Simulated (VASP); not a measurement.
**HfN: energy against strain**

HfN (rock salt, Fm-3m, 11.480 Å³/atom and stress up to 0.05 GPa in the relaxed cell, cube axes along x, y and z) under an equal strain ε along x and y, with z held. r2SCAN in VASP (plane waves, PAW), 600 eV, 18×18×18 Γ-centred mesh, Methfessel-Paxton smearing 0.10 eV; ions are relaxed, or left where forces stay under 0.02 eV/Å, within the symmetry of each cell.

Here s stands for strain and y for E less E0.

| strain (%) | E less E0 (meV/atom) |
|---|---|
| -3.00 | ? |
| -1.50 | 13.01 |
| -1.00 | 5.76 |
| -0.50 | 1.47 |
| 0.00 | 0.00 |
| 0.50 | 1.23 |
| 1.00 | 4.98 |
| 1.50 | 11.09 |

Fit y of the 7 rows that show it with a parabola. Least squares gives y = 0.010 - 0.5400·s + 5.3524·s². Residuals (row less fit): 0.147, -0.142, -0.148, -0.010, 0.152, 0.158, -0.153; standard error 0.184 (degrees of freedom: 4). Twice the quadratic coefficient over the volume, 2 × 5.3524 meV × 10⁴ × 0.1602 / 11.480 Å³, is the elastic constants 2(C11 + C12) = about 1500 GPa.

Problem. Predict the withheld y at s = -3.00 from the fit, and compare with the calculation.

Solution. y = 0.010 - 0.5400 × (-3.0) + 5.3524 × (-3.0)² = 49.802 meV/atom. The calculation gives 54.17 meV/atom, 4.368 meV/atom above the prediction (8.1 % of the range of y in the table). The row lies outside the fitted rows, so this is an extrapolation. From the scatter of the fitted rows alone, a prediction at this place has a standard error of 0.703 meV/atom, so the miss is 6.2 times that.

A polynomial of degree 3 through the 12 other runs of the series gives 54.05 there, so most of the miss is curvature that the fit leaves out. In a metal these values are sensitive to mesh and smearing; energies are taken to zero smearing, stresses follow the free energy. For HfN: the electron count is odd and the run is not spin-polarised, which forces a metal. Rows are the converged runs of the series near zero and its far end, less any whose ions stayed unrelaxed beside relaxed ones; series whose fitted rows scatter by over a few per cent of the range, as at a crossing or softening among them, aren't shown in this form. Most that stay on the fit to the last digits aren't either.
